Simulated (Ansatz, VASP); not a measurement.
# Ga12Ge13O44 (amorphous 32Ga2O3-68GeO2 (mol %)) in two plane-wave programs, part 2 of 2

Aim: how closely do two programs agree when they are given the same cell, functional and k mesh? The cell is taken from a series of runs on this material, whose earlier steps may have relaxed, scaled, displaced or heated it; both programs get it as it stands.

VASP 6.6.1 and Ansatz 0.2.0.

So far. Step 3 (VASP: single point, PBE, pair 1): The run ends at a pressure of -1.80 GPa, with forces up to 0.11 eV/Å.

## 5. Ansatz: single point, PBE, pair 2

Level of this step: Ansatz beside VASP: Kohn-Sham DFT, plane waves, PBE (Ansatz).

With cell and atoms fixed, the geometry can't cause a difference; cores, projectors, grids and the points listed under the comparison can.

The cell is taken from a series of runs on this material, whose earlier steps may have relaxed, scaled, displaced or heated it; both programs get it as it stands.

Input file input.yaml:

```yaml
crystal:
  lattice:
    - [9.60207, 0.0, 0.0]
    - [0.0, 9.60207, 0.0]
    - [0.0, 0.0, 9.60207]
  atoms:
    - { symbol: Ga, position: [0.67188, 0.74703, 0.28946] }
    - { symbol: Ga, position: [0.18098, 0.58271, 0.57287] }
    - { symbol: Ga, position: [0.16447, 0.73538, 0.92763] }
    - { symbol: Ga, position: [0.33828, 0.59221, 0.2275] }
    - { symbol: Ga, position: [0.73592, 0.13361, 0.07629] }
    - { symbol: Ga, position: [0.48063, 0.25569, 0.22078] }
    - { symbol: Ga, position: [0.6268, 0.91203, 0.79143] }
    - { symbol: Ga, position: [0.16832, 0.35757, 0.32536] }
    - { symbol: Ga, position: [0.88297, 0.83135, 0.03707] }
    - { symbol: Ga, position: [0.53554, 0.69368, 0.02235] }
    - { symbol: Ga, position: [0.39642, 0.96974, 0.07029] }
    - { symbol: Ga, position: [0.89527, 0.44905, 0.95456] }
    - { symbol: Ge, position: [0.97227, 0.59728, 0.2172] }
    - { symbol: Ge, position: [0.2118, 0.42347, 0.88331] }
    - { symbol: Ge, position: [0.76572, 0.19127, 0.78481] }
    - { symbol: Ge, position: [0.76146, 0.34772, 0.35289] }
    - { symbol: Ge, position: [0.24819, 0.9258, 0.6425] }
    - { symbol: Ge, position: [0.53172, 0.44085, 0.8227] }
    - { symbol: Ge, position: [0.08006, 0.0493, 0.19129] }
    - { symbol: Ge, position: [0.86973, 0.6779, 0.72603] }
    - { symbol: Ge, position: [0.45403, 0.97741, 0.39375] }
    - { symbol: Ge, position: [0.0883, 0.23396, 0.64193] }
    - { symbol: Ge, position: [0.52499, 0.54775, 0.50212] }
    - { symbol: Ge, position: [0.7618, 0.03508, 0.49682] }
    - { symbol: Ge, position: [0.00515, 0.81812, 0.44694] }
    - { symbol: O, position: [0.23212, 0.8837, 0.81614] }
    - { symbol: O, position: [0.46509, 0.52836, 0.67529] }
    - { symbol: O, position: [0.89653, 0.92483, 0.55112] }
    - { symbol: O, position: [0.7012, 0.80944, 0.1021] }
    - { symbol: O, position: [0.40597, 0.8758, 0.24838] }
    - { symbol: O, position: [0.14067, 0.55807, 0.29221] }
    - { symbol: O, position: [0.7394, 0.03535, 0.89669] }
    - { symbol: O, position: [0.1458, 0.3758, 0.52666] }
    - { symbol: O, position: [0.19146, 0.57851, 0.77472] }
    - { symbol: O, position: [0.64545, 0.67786, 0.46747] }
    - { symbol: O, position: [0.88785, 0.74089, 0.31469] }
    - { symbol: O, position: [0.38607, 0.38362, 0.92445] }
    - { symbol: O, position: [0.35007, 0.58117, 0.44119] }
    - { symbol: O, position: [0.05065, 0.74639, 0.09863] }
    - { symbol: O, position: [0.90743, 0.45279, 0.34458] }
    - { symbol: O, position: [0.90594, 0.20557, 0.66283] }
    - { symbol: O, position: [0.18073, 0.7872, 0.53234] }
    - { symbol: O, position: [0.21261, 0.0275, 0.06566] }
    - { symbol: O, position: [0.33893, 0.38627, 0.22647] }
    - { symbol: O, position: [0.95996, 0.78124, 0.85623] }
    - { symbol: O, position: [0.52528, 0.11818, 0.085] }
    - { symbol: O, position: [0.83891, 0.55979, 0.0976] }
    - { symbol: O, position: [0.48985, 0.86528, 0.92405] }
    - { symbol: O, position: [0.90473, 0.01792, 0.11655] }
    - { symbol: O, position: [0.87392, 0.50038, 0.77225] }
    - { symbol: O, position: [0.53399, 0.62231, 0.2086] }
    - { symbol: O, position: [0.06629, 0.22242, 0.24613] }
    - { symbol: O, position: [0.62447, 0.55157, 0.92949] }
    - { symbol: O, position: [0.64552, 0.94673, 0.37572] }
    - { symbol: O, position: [0.08615, 0.4535, 0.01201] }
    - { symbol: O, position: [0.42172, 0.92644, 0.57158] }
    - { symbol: O, position: [0.16967, 0.08163, 0.57968] }
    - { symbol: O, position: [0.67767, 0.29263, 0.1938] }
    - { symbol: O, position: [0.61511, 0.29377, 0.7554] }
    - { symbol: O, position: [0.09891, 0.93566, 0.33398] }
    - { symbol: O, position: [0.82116, 0.17891, 0.40323] }
    - { symbol: O, position: [0.9732, 0.65618, 0.56736] }
    - { symbol: O, position: [0.70214, 0.7515, 0.72754] }
    - { symbol: O, position: [0.60391, 0.387, 0.44453] }
    - { symbol: O, position: [0.15898, 0.26497, 0.80584] }
    - { symbol: O, position: [0.32241, 0.66869, 0.03982] }
    - { symbol: O, position: [0.66591, 0.05986, 0.65289] }
    - { symbol: O, position: [0.4197, 0.15455, 0.37475] }
    - { symbol: O, position: [0.82807, 0.26742, 0.95072] }
total_charge: -1
kpoints:
  mp_grid: { grid: [1, 1, 1] }
hamiltonian:
  xc: pbe
  pseudopotentials: { kind: paw, azcp: { folder: soft_1 } }
scf:
  occupations: { method: fermi_dirac, width: 0.01 }
  lower_state_search: "off"
output:
  forces: true
  stress: true
  populations: true
  dos:
    method: { smearing: { sigma: 0.15 } }
    de: 0.1
    projected: { site_lists: { Ga: [Ga], Ge: [Ge], O: [O] } }
  eigenvalues: true
  write_density: true
  write_potential: true
  volumetric_format: npy
magnetization:
  spin_polarized: true
  initial_magnetization: 1
```

Launch:

```
ansatz run input.yaml --threads 4 --pin off --max-ram 8192MiB --backend cpu --events-out ev --progress --plain --runs-dir out
```

Numbers of over 12 decimals in the logs are rounded to 6 here.

Output:

```text
[...]
Crystal: 69 atoms, lattice volume = 885.308 Å³
Basis set: ecut = 420 eV, 17269 PW (Γ), exchange–correlation on 144×144×144 points (8 copies of the dense FFT grid, shifted against one another)
Bands: 371, of which v1, the nominal top of the filled ones, is band 302 counted from 1 (301 counted from 0)
Symmetry: 1 space group operations
[...]
k-points: 1
[...]
Starting moments: Σ|m| = 1 μB on 69 of 69 sites
[...]
--- Löwdin populations: 69 sites ---
  site symbol       q [e]    m [muB]
     0     Ga     11.9687     0.0194
     1     Ga     11.9810     0.0552
     2     Ga     11.9780     0.0263
     3     Ga     11.9611     0.0236
     4     Ga     11.9363     0.0329
     5     Ga     11.9283     0.0211
     6     Ga     11.9274     0.0351
     7     Ga     11.9222     0.0236
[...]
65      O      6.6826     0.0052
    66      O      6.6469     0.0064
    67      O      6.6958     0.0040
    68      O      6.6785     0.0030
  spilling = 0.004613 (of n_electrons = 603.000000)
```

## 6. VASP: single point, PBE, pair 2

The same cell, functional, mesh and smearing now go to VASP, with its own data sets.

Input file INCAR:

```
SYSTEM = Ga12Ge13O44
PREC = Accurate
ENCUT = 600
EDIFF = 1E-06
NELM = 200
ISMEAR = -1
SIGMA = 0.01
LREAL = Auto
ALGO = Normal
GGA = PE
NELECT = 603
NBANDS = 352
ISPIN = 2
MAGMOM = 0 0.02 0.01 0.01 0.01 0 0.01 0 0 0 0 0 0 0 0.01 0 0.01 0 0 0 0 0.01 0 0 0 0.01 0 0 0 0 0.01 0 0.01 0 0.01 0 0 0.01 0 0 0.01 0 0.01 0 0 0 0 0.01 0 0 0.01 0.01 0 0 0 0.01 0.01 0 0.01 0 0 0.01 0.01 0.01 0.01 0 0.01 0 0
LORBIT = 11
LWAVE = .FALSE.
LCHARG = .FALSE.
ISIF = 2
LASPH = .TRUE.
GGA_COMPAT = .FALSE.
NCORE = 2
```

Input file POSCAR:

```
Ga12Ge13O44
1.0
    9.6020700000      0.0000000000      0.0000000000
    0.0000000000      9.6020700000      0.0000000000
    0.0000000000      0.0000000000      9.6020700000
Ga Ge O
12 13 44
Direct
    0.6718800000      0.7470300000      0.2894600000
    0.1809800000      0.5827100000      0.5728700000
    0.1644700000      0.7353800000      0.9276300000
    0.3382800000      0.5922100000      0.2275000000
    0.7359200000      0.1336100000      0.0762900000
    0.4806300000      0.2556900000      0.2207800000
    0.6268000000      0.9120300000      0.7914300000
    0.1683200000      0.3575700000      0.3253600000
    0.8829700000      0.8313500000      0.0370700000
    0.5355400000      0.6936800000      0.0223500000
    0.3964200000      0.9697400000      0.0702900000
    0.8952700000      0.4490500000      0.9545600000
    0.9722700000      0.5972800000      0.2172000000
    0.2118000000      0.4234700000      0.8833100000
    0.7657200000      0.1912700000      0.7848100000
    0.7614600000      0.3477200000      0.3528900000
    0.2481900000      0.9258000000      0.6425000000
    0.5317200000      0.4408500000      0.8227000000
    0.0800600000      0.0493000000      0.1912900000
    0.8697300000      0.6779000000      0.7260300000
    0.4540300000      0.9774100000      0.3937500000
    0.0883000000      0.2339600000      0.6419300000
    0.5249900000      0.5477500000      0.5021200000
    0.7618000000      0.0350800000      0.4968200000
    0.0051500000      0.8181200000      0.4469400000
    0.2321200000      0.8837000000      0.8161400000
    0.4650900000      0.5283600000      0.6752900000
    0.8965300000      0.9248300000      0.5511200000
    0.7012000000      0.8094400000      0.1021000000
    0.4059700000      0.8758000000      0.2483800000
    0.1406700000      0.5580700000      0.2922100000
    0.7394000000      0.0353500000      0.8966900000
    0.1458000000      0.3758000000      0.5266600000
    0.1914600000      0.5785100000      0.7747200000
    0.6454500000      0.6778600000      0.4674700000
    0.8878500000      0.7408900000      0.3146900000
    0.3860700000      0.3836200000      0.9244500000
    0.3500700000      0.5811700000      0.4411900000
    0.0506500000      0.7463900000      0.0986300000
    0.9074300000      0.4527900000      0.3445800000
    0.9059400000      0.2055700000      0.6628300000
    0.1807300000      0.7872000000      0.5323400000
    0.2126100000      0.0275000000      0.0656600000
    0.3389300000      0.3862700000      0.2264700000
    0.9599600000      0.7812400000      0.8562300000
    0.5252800000      0.1181800000      0.0850000000
    0.8389100000      0.5597900000      0.0976000000
    0.4898500000      0.8652800000      0.9240500000
    0.9047300000      0.0179200000      0.1165500000
    0.8739200000      0.5003800000      0.7722500000
    0.5339900000      0.6223100000      0.2086000000
    0.0662900000      0.2224200000      0.2461300000
    0.6244700000      0.5515700000      0.9294900000
    0.6455200000      0.9467300000      0.3757200000
    0.0861500000      0.4535000000      0.0120100000
    0.4217200000      0.9264400000      0.5715800000
    0.1696700000      0.0816300000      0.5796800000
    0.6776700000      0.2926300000      0.1938000000
    0.6151100000      0.2937700000      0.7554000000
    0.0989100000      0.9356600000      0.3339800000
    0.8211600000      0.1789100000      0.4032300000
    0.9732000000      0.6561800000      0.5673600000
    0.7021400000      0.7515000000      0.7275400000
    0.6039100000      0.3870000000      0.4445300000
    0.1589800000      0.2649700000      0.8058400000
    0.3224100000      0.6686900000      0.0398200000
    0.6659100000      0.0598600000      0.6528900000
    0.4197000000      0.1545500000      0.3747500000
    0.8280700000      0.2674200000      0.9507200000
```

Input file KPOINTS:

```
Automatic mesh
0
Gamma
1 1 1
0 0 0
```

The projector-augmented-wave data sets are Ga_d, Ge_d and O (PBE family, release 64).

Launch:

```
mpirun -np 8 vasp_gam
```

Output:

```text
[... set-up lines as in an earlier step ...]
 entering main loop
       N       E                     dE             d eps       ncg     rms          rms(c)
DAV:   1     0.200312691303E+05    0.20031E+05   -0.22169E+05  1712   0.473E+03
DAV:   2     0.509730467453E+04   -0.14934E+05   -0.13743E+05  1408   0.139E+03
DAV:   3     0.437630007621E+03   -0.46597E+04   -0.44020E+04  1704   0.449E+02
DAV:   4    -0.393890961292E+03   -0.83152E+03   -0.80345E+03  1664   0.200E+02
DAV:   5    -0.483654867653E+03   -0.89764E+02   -0.88436E+02  2072   0.680E+01BRMIX: very serious problems
 the old and the new charge density differ
 old charge density:   602.00000 new  603.00000
    0.500E+01
DAV:   6    -0.412684096034E+03    0.70971E+02   -0.29722E+02  2480   0.939E+01    0.158E+01
DAV:   7    -0.415743533987E+03   -0.30594E+01   -0.46372E+01  1704   0.157E+01    0.106E+01
DAV:   8    -0.415435993255E+03    0.30754E+00   -0.60134E+00  2104   0.114E+01    0.329E+00
DAV:   9    -0.415249095104E+03    0.18690E+00   -0.12626E+00  2080   0.765E+00    0.105E+00
[...]
DAV:  18    -0.415288759075E+03   -0.27929E-05   -0.33540E-05  1920   0.231E-02    0.589E-03
DAV:  19    -0.415288759719E+03   -0.64429E-06   -0.10141E-05  1144   0.164E-02    0.392E-03
DAV:  20    -0.415288760086E+03   -0.36677E-06   -0.91198E-06  1480   0.795E-03
   1 F= -.41528876E+03 E0= -.41528541E+03  d E =-.670109E-02  mag=     0.7909
```

Parts of OUTCAR (step 6):

```text
  FREE ENERGIE OF THE ION-ELECTRON SYSTEM (eV)
  ---------------------------------------------------
  free  energy   TOTEN  =      -415.2887600857 eV

  energy  without entropy=     -415.2820589964  energy(sigma->0) =     -415.28540954

 magnetization (x)
# of ion       s       p       d       tot
------------------------------------------
    1        0.010   0.001   0.001   0.011
    2        0.036   0.003   0.000   0.039
    3        0.015   0.001   0.001   0.017
    4        0.014   0.001   0.000   0.015
    5        0.018   0.002   0.000   0.020
    6        0.009   0.001   0.000   0.011
    7        0.016   0.003   0.001   0.020
    8        0.013   0.001   0.000   0.014
    9        0.010   0.001   0.000   0.012
   10        0.008   0.001   0.000   0.008
   11        0.013   0.001   0.000   0.015
   12        0.005   0.000   0.000   0.005
   13        0.008   0.001   0.000   0.009
[...]
--------------------------------------------------
tot          0.437   0.083   0.008   0.528

[... 1 part as in an earlier step ...]
```

The run ends at a pressure of 2.42 GPa, with forces up to 0.083 eV/Å.

## 7. Side by side

Both answers:

| quantity | Ansatz | VASP | difference |
| --- | --- | --- | --- |
| total moment (μB) | 0.82 | 0.79 | +0.03 |

Forces on 8 of the 69 atoms, those with the largest forces and the largest differences (eV/Å; atoms numbered as in POSCAR):

| atom | Ansatz x, y, z | VASP x, y, z |
| --- | --- | --- |
| Ga7 | -0.018, 0.000, -0.038 | -0.047, -0.020, -0.057 |
| Ge22 | -0.007, -0.013, 0.043 | -0.004, -0.050, 0.064 |
| O26 | 0.001, 0.014, -0.005 | 0.016, 0.043, -0.069 |
| O35 | -0.006, -0.014, 0.010 | -0.032, -0.052, 0.050 |
| O52 | 0.001, -0.005, 0.001 | -0.004, -0.069, -0.022 |
| O53 | -0.002, -0.004, -0.004 | -0.006, -0.052, -0.047 |
| O58 | -0.018, 0.014, 0.020 | 0.015, 0.046, 0.059 |
| O63 | 0.010, -0.002, 0.031 | 0.059, -0.039, 0.022 |

The forces differ by 23 meV/Å r.m.s., which is 81.4 % of the r.m.s. force of 0.029 eV/Å (both taken over all components). The cell carries a charge of -1 e against a uniform background, so its pressure also hangs on how the neutralising background is counted, and in a defect's cell a gap may be the spacing between its levels.

## 8. Summary of results

| Quantity | Value |
| --- | --- |
| difference in total moment (single point, PBE, pair 1) | 0.72 μB |
| r.m.s. force difference (single point, PBE, pair 1) | 28 meV/Å |
| r.m.s. force difference (single point, PBE, pair 2) | 23 meV/Å |

In words: The r.m.s. force difference is 28 meV/Å (single point, PBE, pair 1), beyond the 12 meV/Å picked in this series as the mark of a large difference. The runs of the single point, PBE, pair 1 pair ended with unlike moments, so it says little about numerical agreement. By the marks of this series, far apart in the single point, PBE, pair 1 pair: the r.m.s. force difference, 28 meV/Å. What causes the difference of the single point, PBE, pair 1 pair stays open here. What causes the difference of the single point, PBE, pair 2 pair stays open here. How closely two codes agree says nothing of how well the functional describes the real material.

[Lines on the potential files, build, host, timing and source positions are cut from VASP's logs without a mark.]

[Logs are printed without paths, hosts, clocks, repeated set-up lines and the standing remarks that a program may print on its own settings, such as how far it seeks lower states.]

[Hosts, paths, dates, database ids (printed as entryN), source tags and the programs' standing remarks are cut or masked in the printed files.]
